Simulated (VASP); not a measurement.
**HgTe: equilibrium volume by level of theory**

The structure is cubic, space group F-43m (No. 216). The conventional cell has a = 6.429 Å, b = 6.429 Å, c = 6.429 Å, α = 90.00°, β = 90.00°, γ = 90.00°. Hg (site symmetry -43m) has 4 Te at 2.78 Å as nearest neighbours. Te (site symmetry -43m) is surrounded by 4 Hg at 2.78 Å.

```csv
rung,level,program and potentials,cutoff (eV),k mesh,smearing,equilibrium volume (Å³/atom),notes
LDA,LDA,"VASP, LDA PAW files Hg, Te, 600 eV",600,10 × 10 × 10,gaussian 0.03,33.51,-
GGA,AM05,"VASP, PBE PAW files Hg, Te, 600 eV",600,10 × 10 × 10,gaussian 0.03,35.02,potentials made for PBE
GGA,PBE,"VASP, PBE PAW files Hg, Te, 300 eV",300,5 × 5 × 5,gaussian 0.03,36.84,-
GGA,PBE,"VASP, PBE PAW files Hg, Te, 600 eV",600,10 × 10 × 10,gaussian 0.03,36.81,-
GGA + dispersion,PBE+D3(BJ),"VASP, PBE PAW files Hg, Te, 600 eV",600,10 × 10 × 10,gaussian 0.03,35.12,-
GGA,PBEsol,"VASP, PBE PAW files Hg, Te, 600 eV",600,10 × 10 × 10,gaussian 0.03,34.58,potentials made for PBE
meta-GGA,r2SCAN,"VASP, PBE PAW files Hg, Te, 600 eV",600,10 × 10 × 10,gaussian 0.03,35.56,potentials made for PBE
```

Task: relaxation of cell and atoms. All rows: no spin polarisation. Smearing widths are in eV. For a metal such meshes aren't converged. Meshes differ between rows, which moves values too. Meshes are those of the run's cell of 2 atoms unless a note names another. Relaxations start from the cell shown or near it and stop with a little pressure left. Runs on faulty files, with rough fits or with known faults for this quantity aren't shown. No row holds spin-orbit coupling.

By rung: LDA 33.51; GGA 34.58 to 36.84; GGA + dispersion 35.12; meta-GGA 35.56 (Å³/atom).
